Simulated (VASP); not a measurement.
Given:

```
CELL_PARAMETERS angstrom
      0.00000     3.54406     3.54406
      3.54406     0.00000     3.54406
      3.54406     3.54406     0.00000
ATOMIC_POSITIONS crystal
  Ba 0.00000 0.00000 0.00000
  Te 0.50000 0.50000 0.50000
```

The numbers are results of PBE GGA, VASP's PBE PAW potentials (set 64) (plane waves; VASP), not measurements. Run with 400 eV cut-off, 12×12×12 Γ-centred mesh, Gaussian smearing of 0.010 eV, potentials Ba_sv Te.

Unless said otherwise, spin-orbit coupling is left out, though it shifts the bands of the heavy elements here.

Q: Predict the energy per atom (σ→0), band gap (on the k-mesh) with the smallest direct gap where there is one.

A: 
| Quantity | Value |
|---|---|
| band gap (on the k-mesh) | 1.60 eV |
| smallest direct gap (on the k-mesh) | 1.98 eV |
| energy per atom (σ→0) | -4.315 eV/atom |

The compound is BaTe in the rock salt structure. It was relaxed first.
